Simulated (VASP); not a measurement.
Level of theory: revPBE GGA, VASP's PBE PAW potentials (set 64) (plane waves; VASP). For the first row: Numerical set-up: 520 eV cut-off, 10×10×10 Γ-centred mesh, first-order Methfessel-Paxton smearing of 0.10 eV, potentials In_d As.

```tsv
system	energy (eV/atom)
InAs (zinc blende)	-3.5739
In atom	-0.2827
As atom	-1.7749
```

Atoms are spin-polarised in a large box without symmetry, with the spin fixed by Hund's rule, and may not be in the lowest state of each functional; no zero-point energy is added.

What is the cohesive energy per atom of InAs?

The references average (1×(-0.2827) + 1×(-1.7749))/2 = -1.0288 eV, so the cohesive energy is -1.0288 − (-3.5739) = 2.545 eV/atom.
